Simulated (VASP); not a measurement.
Level of theory: PBE GGA, VASP's PBE PAW potentials (set 64) (plane waves; VASP).

Input for VASP

INCAR:
```
SYSTEM = Be
PREC = Accurate
ENCUT = 400
EDIFF = 1E-6
NELM = 100
ALGO = Normal
LREAL = .FALSE.
LASPH = .TRUE.
ISMEAR = 1
SIGMA = 0.1
GGA = PE
LWAVE = .FALSE.
LCHARG = .FALSE.
ISIF = 2
ADDGRID = .TRUE.
```

### POSCAR
```
Be
1.0
  1.1450000000  -1.9831980000   0.0000000000
  1.1450000000   1.9831980000   0.0000000000
  0.0000000000   0.0000000000   3.5800000000
Be
2
Direct
  0.3333330000   0.6666670000   0.2500000000
  0.6666670000   0.3333330000   0.7500000000
```

**KPOINTS**
```
Automatic mesh
0
Gamma
16 16 9
0 0 0
```

POTCAR, in this order: Be (PBE.64 set). Program: vasp_std.

Output

File OSZICAR:
```
       N       E                     dE             d eps       ncg     rms          rms(c)
DAV:   1    -0.392610255518E+01   -0.39261E+01   -0.15663E+03  1848   0.449E+02
DAV:   2    -0.757445236620E+01   -0.36483E+01   -0.35381E+01  2766   0.526E+01
DAV:   3    -0.759303945183E+01   -0.18587E-01   -0.18586E-01  2364   0.355E+00
DAV:   4    -0.759305418146E+01   -0.14730E-04   -0.14730E-04  2646   0.997E-02
DAV:   5    -0.759305419578E+01   -0.14328E-07   -0.13904E-07  2334   0.147E-03    0.118E+00
DAV:   6    -0.755034175313E+01    0.42712E-01   -0.54494E-03  2100   0.105E+00    0.725E-01
DAV:   7    -0.753287019643E+01    0.17472E-01   -0.61795E-03  2148   0.111E+00    0.259E-02
DAV:   8    -0.753284905671E+01    0.21140E-04   -0.12804E-05  2568   0.424E-02    0.883E-03
DAV:   9    -0.753284842627E+01    0.63044E-06   -0.25837E-06  2352   0.202E-02
   1 F= -.75328484E+01 E0= -.75328027E+01  d E =-.137199E-03
```

File OUTCAR:
```
------------------------ aborting loop because EDIFF is reached ----------------------------------------
  FORCE on cell =-STRESS in cart. coord.  units (eV):
  Direction    XX          YY          ZZ          XY          YZ          ZX
  --------------------------------------------------------------------------------------
  Total       -0.3427339     -0.3427338     -0.2457961      0.0000000     -0.0000000      0.0000000
  in kB      -33.7740394    -33.7740334    -24.2215004      0.0000000     -0.0000000      0.0000000
  external PRESSURE =     -30.5898578 kB  Pullay stress =       0.0000000 kB
  volume of cell :       16.26
      direct lattice vectors                 reciprocal lattice vectors
     1.145000000 -1.983198000  0.000000000     0.436681223 -0.252118044  0.000000000
     1.145000000  1.983198000  0.000000000     0.436681223  0.252118044  0.000000000
     0.000000000  0.000000000  3.580000000     0.000000000  0.000000000  0.279329609
 POSITION                                       TOTAL-FORCE (eV/Angst)
 -----------------------------------------------------------------------------------
      1.14500      0.66107      0.89500         0.000000     -0.000000      0.000000
      1.14500     -0.66107      2.68500        -0.000000      0.000000      0.000000
 -----------------------------------------------------------------------------------
    total drift:                                0.000000     -0.000003      0.000005
  FREE ENERGIE OF THE ION-ELECTRON SYSTEM (eV)
  ---------------------------------------------------
  free  energy   TOTEN  =        -7.5328484263 eV

  energy  without entropy=       -7.5327112268  energy(sigma->0) =       -7.53280269
```
(Selected blocks of OUTCAR.)

The compound is Be in the hcp structure. The cell was not relaxed at this level. The run is one of a series of settings (ADDGRID = .TRUE. against the base run), some of them coarse on purpose.
